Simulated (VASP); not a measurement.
Here is the system:

```
CELL_PARAMETERS angstrom
      0.00000     3.31639     3.31639
      3.31639     0.00000     3.31639
      3.31639     3.31639     0.00000
ATOMIC_POSITIONS crystal
  In 0.00000 0.00000 0.00000
  Sb 0.25000 0.25000 0.25000
```

These are PBE GGA, VASP's PBE PAW potentials (set 64) (plane waves; VASP) values and carry that method's errors. Settings: 400 eV cut-off, 9×9×9 Γ-centred mesh, first-order Methfessel-Paxton smearing of 0.10 eV, potentials In_d Sb.

Unless said otherwise, spin-orbit coupling is left out, though it shifts the bands of the heavy elements here.

**Question.** Estimate the energy per atom (σ→0), band gap (on the k-mesh) with the smallest direct gap where there is one.

**Answer.** 
```json
{
 "band gap (on the k-mesh)": "none (metal, semimetal or under 0.01 eV)",
 "energy per atom (σ→0)": "-3476 meV/atom"
}
```

Total energies compare only between runs with the same potentials, cut-off and functional.

The compound is InSb in the zinc blende structure. It was relaxed first, which changed the volume by +7 %. The start is the result of an earlier pass.
